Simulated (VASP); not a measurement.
Input:

```xyz
64
Lattice="11.4648 0.0000 0.0000 0.0000 11.4648 0.0000 0.0000 0.0000 11.4648" Properties=species:S:1:pos:R:3 pbc="T T T"
Al     5.7326     0.0010     0.0017
Al     8.5999     2.8641     0.0088
Al     8.5996     0.0061     2.8665
Al    11.4648     0.0002     0.0000
Al     2.8668     2.8660    11.4609
Al     5.7323     5.7321     0.0019
Al     8.5994     8.5997    11.4587
Al     2.8666    11.4617     2.8668
Al     5.7279     2.8531     2.8533
Al     8.6187     5.7441     2.8487
Al     5.7324     0.0008     5.7324
Al     8.6180     2.8488     5.7422
Al     8.5996    11.4590     8.5996
Al    11.4641     5.7327     0.0021
Al     2.8645     8.6010     0.0085
Al    11.4598     2.8663     2.8664
Al     2.8499     5.7262     2.8499
Al     5.7425     8.6192     2.8477
Al    11.4636    11.4645     5.7330
Al     2.8493     2.8502     5.7278
Al     8.6136     8.6134     5.7270
Al     2.8651     0.0068     8.6000
Al     5.7414     2.8470     8.6204
Al     8.6191     5.7204     8.6207
Al     0.0064     8.6003     2.8665
Al     0.0006     5.7323     5.7323
Al     2.8473     8.6194     5.7417
Al     0.0076     2.8645     8.6001
Al     2.8422     5.7463     8.6238
Al     5.7222     8.6181     8.6196
Al    11.4575     8.6008     8.5994
As     7.1664     1.4330     1.4349
As    10.0324     4.2982     1.4339
As    10.0329     1.4327     4.2984
As     1.4343     1.4347     1.4344
As     4.2996     4.2990     1.4339
As     7.1664     7.1668     1.4320
As    10.0306    10.0307     1.4344
As     4.2997     1.4345     4.3001
As     7.2452     4.2274     4.2278
As    10.0337     7.1675     4.2998
As     7.1659     1.4320     7.1664
As    10.0353     4.2984     7.1672
As    10.0308     1.4341    10.0310
As     1.4318     7.1667     1.4333
As     4.2982    10.0342     1.4333
As     1.4332     4.2992     4.2993
As     4.2216     7.2470     4.2222
As     7.1669    10.0329     4.3000
As     1.4320     1.4314     7.1670
As     4.2161     4.2211     7.2554
As     5.7278     5.7323     5.7404
As     7.2422     7.2398     7.2500
As    10.0310    10.0322     7.1669
As     4.2977     1.4315    10.0344
As     7.1669     4.2975    10.0364
As    10.0335     7.1671    10.0337
As     1.4321    10.0346     4.2983
As     1.4306     7.1678     7.1663
As     4.2988    10.0342     7.1669
As     1.4308     4.2977    10.0357
As     4.2978     7.1679    10.0366
As     7.1670    10.0339    10.0336
As     1.4340    10.0309    10.0308
```

These are HSE06 screened hybrid, VASP's PBE PAW potentials (set 64) (plane waves; VASP) values and carry that method's errors. Numerical set-up: PREC = Normal, LREAL = Auto, ISYM = 0, EDIFF = 1E-5, 400 eV cut-off, 1×1×1 Γ-centred mesh, Gaussian smearing of 0.050 eV, potentials Al As.

The supercell is sampled at Γ alone, which is coarse: total energies, pressure and levels can be off, energies of defects by several tenths of an eV.

Task: Estimate the energy per atom (σ→0).

Result: 
```
Property                        Value
---------------------  --------------
energy per atom (σ→0)  -5.437 eV/atom
```

The absolute energy has meaning only against runs of the same code, potentials and settings.

The cell is a supercell with a defect, built from AlAs (zinc blende): As_Al. The cell's shape comes from a PBE relaxation. The run is not spin-polarised, so no state with unpaired spins was tried.
